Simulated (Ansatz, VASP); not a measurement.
# CoO: VASP beside Ansatz

Aim: how closely do two programs agree when they are given the same cell, functional and k mesh? The cell comes out of the VASP series on this material, whose earlier steps may have relaxed, scaled or displaced it; both programs get it as it stands.

Program: Ansatz 0.2.0. Level of theory: plane waves, with VASP 6.6.1 beside it; relaxation of cell and atoms at r2SCAN with rVV10, DFT+U. Results are calculated unless marked as measured.

In doubt: on Fe and Co compounds r2SCAN can change the orbital order between nearby geometries, unless the shell is half filled, which bears on forces and vibrations.

## (1) The starting structure

Symmetry: Fm-3m, No. 225, cubic system. Conventional cell: a = 4.194 Å, b = 4.194 Å, c = 4.194 Å, α = 90.00°, β = 90.00°, γ = 90.00°. Co has 6 O at 2.10 Å nearest. Nearest to O lie 6 Co at 2.10 Å. Farther neighbours and most contacts between anions are not listed.

As a file:

```cif
data_structure
_symmetry_space_group_name_H-M 'P 1'
_symmetry_Int_Tables_number 1
_cell_length_a 2.9658
_cell_length_b 2.9658
_cell_length_c 2.9658
_cell_angle_alpha 60.000
_cell_angle_beta 60.000
_cell_angle_gamma 60.000
_cell_volume 18.45
loop_
_atom_site_label
_atom_site_type_symbol
_atom_site_fract_x
_atom_site_fract_y
_atom_site_fract_z
_atom_site_occupancy
Co1 Co 0.00000 0.00000 0.00000 1
O2 O 0.50000 0.50000 0.50000 1
```

## (2) VASP: relaxation of cell and atoms, r2SCAN with rVV10, DFT+U

The relaxed volume is the usual yardstick between codes: its relative difference is about their pressure difference at one cell divided by the bulk modulus.

Lines of VASP's logs that name or quote its potential files are left out, and so is its time.

INCAR reads:

```
SYSTEM = CoO
PREC = Accurate
ENCUT = 520
EDIFF = 1E-07
NELM = 100
ISMEAR = 1
SIGMA = 0.15
LREAL = .FALSE.
ALGO = Normal
METAGGA = R2SCAN
LUSE_VDW = .TRUE.
IVDW_NL = 2
BPARAM = 11.95
CPARAM = 0.0093
LASPH = .TRUE.
NBANDS = 14
ISPIN = 2
MAGMOM = 2 0
LDAU = .TRUE.
LDAUTYPE = 2
LDAUL = 2 -1
LDAUU = 3.32 0
LDAUJ = 0 0
LDAUPRINT = 1
LMAXMIX = 4
LORBIT = 11
LWAVE = .FALSE.
LCHARG = .FALSE.
KPAR = 2
IBRION = 2
NSW = 50
ISIF = 3
EDIFFG = -0.002
```

POSCAR reads:

```
CoO
1.0
    0.0000000000      2.0971297288      2.0971297288
    2.0971297288      0.0000000000      2.0971297288
    2.0971297288      2.0971297288      0.0000000000
Co O
1 1
Direct
    0.0000000000      0.0000000000      0.0000000000
    0.5000000000      0.5000000000      0.5000000000
```

KPOINTS reads:

```
Automatic mesh
0
Gamma
14 14 14
0 0 0
```

The projector-augmented-wave data sets are Co and O (PBE family, release 64).

Started as:

```bash
$ mpirun -np 2 vasp_std
```

Numbers of over 12 decimals in the logs are rounded to 6 here.

What it wrote:

```text
[banner, memory and clock lines left out]
running    2 mpi-ranks, on    1 nodes
 distrk:  each k-point on    1 cores,    2 groups
 distr:  one band on    1 cores,    1 groups

 POSCAR found type information on POSCAR CoO
 POSCAR found :  2 types and       2 ions
|                                                                             |
|               ----> ADVICE to this user running VASP <----                  |
|                                                                             |
|     You have switched on vdW-DFT.                                           |
|     This routine was written and supplied by Jiri Klimes. We recommend      |
|     that you carefully read and cite the following publications:            |
|       J. Klimes, D.R. Bowler, A. Michelides                                 |
|          J. Phys.: Cond Matt. 22 022201 (2010)                              |
|       J. Klimes, D.R. Bowler, A. Michelides                                 |
|          Phys. Rev. B. 83, 195131 (2011)                                    |
|     and references therein.                                                 |
|                                                                             |

|                                                                             |
|               ----> ADVICE to this user running VASP <----                  |
|                                                                             |
|     You enforced a specific xc type in the INCAR file but a different       |
|     [... a line on the potential file left out ...]
|     I HOPE YOU KNOW WHAT YOU ARE DOING!                                     |
|                                                                             |

 LDA part: xc-table for (None), standard interpolation
 POSCAR, INCAR and KPOINTS ok, starting setup
 FFT: planning ... GRIDC
 FFT: planning ... GRID_SOFT
 FFT: planning ... GRID
 WAVECAR not read
 entering main loop
       N       E                     dE             d eps       ncg     rms          rms(c)
Total rVV10 correction in eV:      0.3514490    16.5617763
Total rVV10 correction in eV:      0.3514490    16.5617763
DAV:   1     0.747871208736E+02    0.74787E+02   -0.72015E+03  5888   0.128E+03
DAV:   2    -0.186111382460E+02   -0.93398E+02   -0.81566E+02  6610   0.265E+02
DAV:   3    -0.237426514913E+02   -0.51315E+01   -0.50614E+01  6382   0.716E+01
DAV:   4    -0.238066831211E+02   -0.64032E-01   -0.64005E-01  7124   0.753E+00
DAV:   5    -0.238083633675E+02   -0.16802E-02   -0.16802E-02  6766   0.119E+00    0.185E+01
Total rVV10 correction in eV:      0.3507178    16.5617762
Total rVV10 correction in eV:      0.3507178    16.5617762
DAV:   6    -0.189842921078E+02    0.48241E+01   -0.22252E+01  6336   0.945E+01    0.223E+01
Total rVV10 correction in eV:      0.3554979    16.5617760
Total rVV10 correction in eV:      0.3554979    16.5617760
DAV:   7    -0.189348633560E+02    0.49429E-01   -0.20730E+00  6588   0.383E+01    0.107E+01
Total rVV10 correction in eV:      0.3583150    16.5617760
Total rVV10 correction in eV:      0.3583150    16.5617760
DAV:   8    -0.190023146973E+02   -0.67451E-01   -0.27440E-01  6968   0.745E+00    0.556E+00
Total rVV10 correction in eV:      0.3630763    16.5617760
Total rVV10 correction in eV:      0.3630763    16.5617760
DAV:   9    -0.190464719406E+02   -0.44157E-01   -0.54057E-02  7978   0.323E+00    0.562E-01
Total rVV10 correction in eV:      0.3626396    16.5617760
Total rVV10 correction in eV:      0.3626396    16.5617760
DAV:  10    -0.190476075755E+02   -0.11356E-02   -0.20434E-02  6732   0.235E+00    0.222E-01
Total rVV10 correction in eV:      0.3623748    16.5617760
Total rVV10 correction in eV:      0.3623748    16.5617760
DAV:  11    -0.190479577076E+02   -0.35013E-03   -0.26963E-03  7814   0.770E-01    0.852E-02
Total rVV10 correction in eV:      0.3625044    16.5617760
Total rVV10 correction in eV:      0.3625044    16.5617760
DAV:  12    -0.190480780934E+02   -0.12039E-03   -0.19118E-04  6274   0.192E-01    0.394E-02
Total rVV10 correction in eV:      0.3625823    16.5617760
Total rVV10 correction in eV:      0.3625823    16.5617760
DAV:  13    -0.190481065551E+02   -0.28462E-04   -0.33416E-05  6656   0.621E-02    0.272E-02
Total rVV10 correction in eV:      0.3626509    16.5617760
Total rVV10 correction in eV:      0.3626509    16.5617760
DAV:  14    -0.190481267709E+02   -0.20216E-04   -0.21657E-05  7220   0.746E-02    0.593E-03
Total rVV10 correction in eV:      0.3626460    16.5617760
Total rVV10 correction in eV:      0.3626460    16.5617760
DAV:  15    -0.190481272355E+02   -0.46456E-06   -0.12162E-06  6274   0.123E-02    0.158E-03
Total rVV10 correction in eV:      0.3626461    16.5617760
Total rVV10 correction in eV:      0.3626461    16.5617760
DAV:  16    -0.190481271834E+02    0.52073E-07   -0.53455E-08  3362   0.227E-03
Total rVV10 correction in eV:      0.3626504    16.5617760
Total rVV10 correction in eV:      0.3626504    16.5617760
Total rVV10 correction in eV:      0.3626493    16.5617760
Total rVV10 correction in eV:      0.3626493    16.5617760
   1 F= -.19048127E+02 E0= -.19045939E+02  d E =-.190481E+02  mag=     3.0000
 curvature:   0.00 expect dE= 0.000E+00 dE for cont linesearch  0.000E+00
 trial: gam= 0.00000 g(F)=  0.000E+00 g(S)=  0.194E-05 ort = 0.000E+00 (trialstep = 0.100E+01)
 search vector abs. value=  0.194E-05
 bond charge predicted
       N       E                     dE             d eps       ncg     rms          rms(c)
Total rVV10 correction in eV:      0.3626519    16.5617760
Total rVV10 correction in eV:      0.3626519    16.5617760
DAV:   1    -0.190481416876E+02   -0.14452E-04   -0.24098E-04  6352   0.260E-01    0.284E-02
Total rVV10 correction in eV:      0.3627242    16.5617760
Total rVV10 correction in eV:      0.3627242    16.5617760
DAV:   2    -0.190481322218E+02    0.94658E-05   -0.24701E-05  6814   0.956E-02    0.174E-02
Total rVV10 correction in eV:      0.3627351    16.5617760
Total rVV10 correction in eV:      0.3627351    16.5617760
DAV:   3    -0.190481303848E+02    0.18370E-05   -0.24296E-06  6246   0.207E-02    0.118E-02
Total rVV10 correction in eV:      0.3627344    16.5617760
Total rVV10 correction in eV:      0.3627344    16.5617760
DAV:   4    -0.190481297557E+02    0.62911E-06   -0.17767E-07  4904   0.770E-03    0.392E-03
Total rVV10 correction in eV:      0.3627324    16.5617760
Total rVV10 correction in eV:      0.3627324    16.5617760
DAV:   5    -0.190481298908E+02   -0.13512E-06   -0.58645E-08  3086   0.301E-03    0.669E-04
Total rVV10 correction in eV:      0.3627316    16.5617760
Total rVV10 correction in eV:      0.3627316    16.5617760
DAV:   6    -0.190481294376E+02    0.45320E-06   -0.17296E-08  2984   0.140E-03    0.431E-04
Total rVV10 correction in eV:      0.3627314    16.5617760
Total rVV10 correction in eV:      0.3627314    16.5617760
DAV:   7    -0.190481296464E+02   -0.20871E-06   -0.16325E-09  2990   0.504E-04    0.247E-04
Total rVV10 correction in eV:      0.3627310    16.5617760
Total rVV10 correction in eV:      0.3627310    16.5617760
DAV:   8    -0.190481296631E+02   -0.16749E-07   -0.51965E-10  2984   0.273E-04
Total rVV10 correction in eV:      0.3627308    16.5617760
Total rVV10 correction in eV:      0.3627308    16.5617760
Total rVV10 correction in eV:      0.3627309    16.5617760
Total rVV10 correction in eV:      0.3627309    16.5617760
   2 F= -.19048130E+02 E0= -.19045935E+02  d E =-.247970E-05  mag=     3.0000
 trial-energy change:   -0.000002  1 .order   -0.000000   -0.000002    0.000002
 step:   0.8960(harm=  0.5343)  dis= 0.00000  next Energy=   -19.048130 (dE=-0.257E-05)
 bond charge predicted
       N       E                     dE             d eps       ncg     rms          rms(c)
Total rVV10 correction in eV:      0.3627307    16.5617760
Total rVV10 correction in eV:      0.3627307    16.5617760
DAV:   1    -0.190481300286E+02   -0.38223E-06   -0.26023E-06  6346   0.271E-02    0.296E-03
Total rVV10 correction in eV:      0.3627231    16.5617760
Total rVV10 correction in eV:      0.3627231    16.5617760
DAV:   2    -0.190481294695E+02    0.55908E-06   -0.26374E-07  5192   0.990E-03    0.188E-03
Total rVV10 correction in eV:      0.3627220    16.5617760
Total rVV10 correction in eV:      0.3627220    16.5617760
DAV:   3    -0.190481296027E+02   -0.13322E-06   -0.27132E-08  3020   0.218E-03    0.124E-03
Total rVV10 correction in eV:      0.3627221    16.5617760
Total rVV10 correction in eV:      0.3627221    16.5617760
DAV:   4    -0.190481296479E+02   -0.45223E-07   -0.44957E-09  2978   0.115E-03
Total rVV10 correction in eV:      0.3627224    16.5617760
Total rVV10 correction in eV:      0.3627224    16.5617760
Total rVV10 correction in eV:      0.3627223    16.5617760
Total rVV10 correction in eV:      0.3627223    16.5617760
   3 F= -.19048130E+02 E0= -.19045936E+02  d E =-.246454E-05  mag=     3.0000
 curvature:  -0.11 expect dE=-0.743E-07 dE for cont linesearch -0.743E-07
 trial: gam= 0.00000 g(F)=  0.479E-60 g(S)=  0.701E-06 ort =-0.117E-05 (trialstep = 0.979E+00)
 search vector abs. value=  0.701E-06
 reached required accuracy - stopping structural energy minimisation
```

Parts of OUTCAR (step 2):

```text
ion  position               nearest neighbor table
   1  0.000  0.000  0.000-   2 2.10   2 2.10   2 2.10   2 2.10   2 2.10   2 2.10
   2  0.500  0.500  0.500-   1 2.10   1 2.10   1 2.10   1 2.10   1 2.10   1 2.10

  LATTYP: Found a face centered cubic cell.
 ALAT       =     4.1942594576

 Subroutine GETGRP returns: Found 48 space group operations
 (whereof 48 operations were pure point group operations)

The static configuration has the point symmetry O_h .

 Found    104 irreducible k-points:

   k-points           NKPTS =    104   k-points in BZ     NKDIM =    104   number of bands    NBANDS=     14

   dimension x,y,z NGX =    24 NGY =   24 NGZ =   24
   dimension x,y,z NGXF=    48 NGYF=   48 NGZF=   48

   ENCUT  =  520.0 eV  38.22 Ry    6.18 a.u.   5.51  5.51  5.51*2*pi/ulx,y,z

   NELECT =      15.0000    total number of electrons

 k-points in reciprocal lattice and weights: Automatic mesh
   0.00000000  0.00000000  0.00000000       0.000
   0.07142857  0.00000000  0.00000000       0.003
   0.14285714  0.00000000  0.00000000       0.003
   0.21428571  0.00000000  0.00000000       0.003
   0.28571429  0.00000000  0.00000000       0.003
   0.35714286  0.00000000  0.00000000       0.003
   0.42857143  0.00000000  0.00000000       0.003
   0.50000000  0.00000000  0.00000000       0.001
   0.07142857  0.07142857  0.00000000       0.002
[...]
-0.28571429  0.42857143  0.21428571       0.009
  -0.28571429  0.50000000  0.21428571       0.004

atom =   1  type =  1  l = 2

 onsite density matrix

spin component  1

  0.9716  0.0000 -0.0000 -0.0000 -0.0000
  0.0000  0.9716  0.0000 -0.0000 -0.0000
 -0.0000  0.0000  1.0204 -0.0000  0.0000
 -0.0000 -0.0000 -0.0000  0.9716 -0.0000
 -0.0000 -0.0000  0.0000 -0.0000  1.0204

spin component  2

  0.6570 -0.0000  0.0000  0.0000 -0.0000
 -0.0000  0.6570  0.0000  0.0000  0.0000
  0.0000  0.0000  0.1232  0.0000  0.0000
  0.0000  0.0000  0.0000  0.6570 -0.0000
 -0.0000  0.0000  0.0000 -0.0000  0.1232

 occupancies and eigenvectors

  o =  0.1232  v =  0.0000  0.0000  0.0000  0.0000  0.0000  0.0000 -0.0000  0.0343 -0.0000 -0.9994      0.0000  0.0000  0.0000  0.0000  0.0000  0.0000  0.0000  0.0000  0.0000  0.0000
  o =  0.1232  v =  0.0000  0.0000  0.0000  0.0000  0.0000  0.0000 -0.0000 -0.9994 -0.0000 -0.0343      0.0000  0.0000  0.0000  0.0000  0.0000  0.0000  0.0000  0.0000  0.0000  0.0000
  o =  0.6570  v =  0.0000  0.0000  0.0000  0.0000  0.0000  1.0000  0.0000  0.0000  0.0000  0.0000      0.0000  0.0000  0.0000  0.0000  0.0000  0.0000  0.0000  0.0000  0.0000  0.0000
  o =  0.6570  v =  0.0000  0.0000  0.0000  0.0000  0.0000  0.0000 -0.5617  0.0000 -0.8274  0.0000      0.0000  0.0000  0.0000  0.0000  0.0000  0.0000  0.0000  0.0000  0.0000  0.0000
  o =  0.6570  v =  0.0000  0.0000  0.0000  0.0000  0.0000  0.0000  0.8274  0.0000 -0.5617  0.0000      0.0000  0.0000  0.0000  0.0000  0.0000  0.0000  0.0000  0.0000  0.0000  0.0000
  o =  0.9716  v =  1.0000  0.0000  0.0000  0.0000  0.0000  0.0000  0.0000  0.0000  0.0000  0.0000      0.0000  0.0000  0.0000  0.0000  0.0000  0.0000  0.0000  0.0000  0.0000  0.0000
  o =  0.9716  v =  0.0000  0.4824 -0.0000  0.8760  0.0000  0.0000  0.0000  0.0000  0.0000  0.0000      0.0000  0.0000  0.0000  0.0000  0.0000  0.0000  0.0000  0.0000  0.0000  0.0000
  o =  0.9716  v =  0.0000  0.8760  0.0000 -0.4824  0.0000  0.0000  0.0000  0.0000  0.0000  0.0000      0.0000  0.0000  0.0000  0.0000  0.0000  0.0000  0.0000  0.0000  0.0000  0.0000
  o =  1.0204  v =  0.0000  0.0000 -0.0017  0.0000 -1.0000  0.0000  0.0000  0.0000  0.0000  0.0000      0.0000  0.0000  0.0000  0.0000  0.0000  0.0000  0.0000  0.0000  0.0000  0.0000
  o =  1.0204  v =  0.0000  0.0000  1.0000  0.0000 -0.0017  0.0000  0.0000  0.0000  0.0000  0.0000      0.0000  0.0000  0.0000  0.0000  0.0000  0.0000  0.0000  0.0000  0.0000  0.0000

 average (electrostatic) potential at core
       1 -85.4344       2 -70.9099

 E-fermi :   7.9280

 spin component 1
 k-point     1 :       0.0000    0.0000    0.0000
  band No.  band energies     occupation
    ...
      5       3.1932      1.00000
      6       3.1932      1.00000
      7       5.0800      1.00000
      8       5.0800      1.00000
      9       5.0800      1.00000
     10      10.0899     -0.00000
     11      26.0852      0.00000
     12      26.4065      0.00000
     13      26.4065      0.00000
     14      26.4065      0.00000

 k-point     2 :       0.0714    0.0000    0.0000
  band No.  band energies     occupation
    ...
      5       3.2023      1.00000
      6       3.2023      1.00000
      7       4.8681      1.00000
      8       5.2794      1.00000
      9       5.2794      1.00000
     10      10.4665     -0.00000
     11      24.4228      0.00000
     12      26.3612      0.00000
     13      26.3612      0.00000
     14      27.8614      0.00000

 k-point     3 :       0.1429    0.0000    0.0000
  band No.  band energies     occupation
    ...
      5       3.2726      1.00000
      6       3.2726      1.00000
      7       4.5610      1.00000
      8       5.7347      1.00000
      9       5.7347      1.00000
     10      11.3506      0.00000
     11      22.6834      0.00000
     12      26.0546      0.00000
     13      26.0547      0.00000
     14      28.7642      0.00000

 k-point     4 :       0.2143    0.0000    0.0000
  band No.  band energies     occupation
    ...
      5       3.4021      1.00000
      6       3.4022      1.00000
      7       4.4752      1.00000
      8       6.2563      1.00000
      9       6.2563      1.00000
     10      12.3726      0.00000
     11      21.1500      0.00000
     12      25.2933      0.00000
     13      25.2934      0.00000
     14      29.0271      0.00000

 k-point     5 :       0.2857    0.0000    0.0000
  band No.  band energies     occupation
    ...
      5       3.5568      1.00000
      6       3.5568      1.00000
      7       4.5515      1.00000
      8       6.7408      1.00000
      9       6.7408      1.00000
     10      13.2681      0.00000
     11      19.9541      0.00000
     12      24.3508      0.00000
     13      24.3509      0.00000
     14      29.1108      0.00000

 k-point     6 :       0.3571    0.0000    0.0000
  band No.  band energies     occupation
    ...
      5       3.7015      1.00000
      6       3.7015      1.00000
      7       4.6889      1.00000
      8       7.1287      1.00000
      9       7.1287      1.00000
     10      13.8422      0.00000
     11      19.2210      0.00000
     12      23.5350      0.00000
     13      23.5351      0.00000
     14      29.2276      0.00000

  Total       -0.0031129     -0.0031129     -0.0031129      0.0000000     -0.0000000      0.0000000
  in kB       -0.2702862     -0.2702862     -0.2702862      0.0000000     -0.0000000      0.0000000
  external PRESSURE =      -0.2702862 kB  Pullay stress =       0.0000000 kB

  energy-cutoff  :      520.00
  volume of cell :       18.45
      direct lattice vectors                 reciprocal lattice vectors
     0.000000000  2.097364667  2.097364667    -0.238394404  0.238394404  0.238394404
     2.097364667  0.000000000  2.097364667     0.238394404 -0.238394404  0.238394404
     2.097364667  2.097364667 -0.000000000     0.238394404  0.238394404 -0.238394404

 POSITION                                       TOTAL-FORCE (eV/Angst)
 -----------------------------------------------------------------------------------
      0.00000      0.00000      0.00000         0.000000      0.000000      0.000000
      2.09736      2.09736      2.09736         0.000000     -0.000000     -0.000000
 -----------------------------------------------------------------------------------
    total drift:                                0.000000     -0.000000     -0.000000

  FREE ENERGIE OF THE ION-ELECTRON SYSTEM (eV)
  ---------------------------------------------------
  free  energy   TOTEN  =       -19.0481296479 eV

  energy  without entropy=      -19.0415489822  energy(sigma->0) =      -19.04593609

 reached required accuracy - stopping structural energy minimisation

 total charge
# of ion       s       p       d       tot
------------------------------------------
    1        0.312   0.404   7.148   7.864
    2        1.555   3.510   0.000   5.065
--------------------------------------------------
tot          1.867   3.914   7.148  12.928

 magnetization (x)
# of ion       s       p       d       tot
------------------------------------------
    1        0.025   0.022   2.737   2.785
    2        0.024   0.210   0.000   0.234
--------------------------------------------------
tot          0.049   0.232   2.737   3.018

[... 6 further parts left out ...]
```

The cell holds one magnetic atom, so no antiferromagnetic order fits into it. The PAW data sets were made with PBE, which is usual practice but a small mismatch for other functionals. The run keeps the 48 symmetry operations of its start, so it cannot find a distortion of lower symmetry.

(Continued in part 2 of 2.)

[Lines on the potential files, build, host, timing and source positions are cut from VASP's logs without a mark.]

[Logs are printed without paths, hosts, clocks, repeated set-up lines and the standing remarks that a program may print on its own settings, such as how far it seeks lower states.]

[Hosts, paths, dates, database ids (printed as entryN), source tags and the programs' standing remarks are cut or masked in the printed files.]
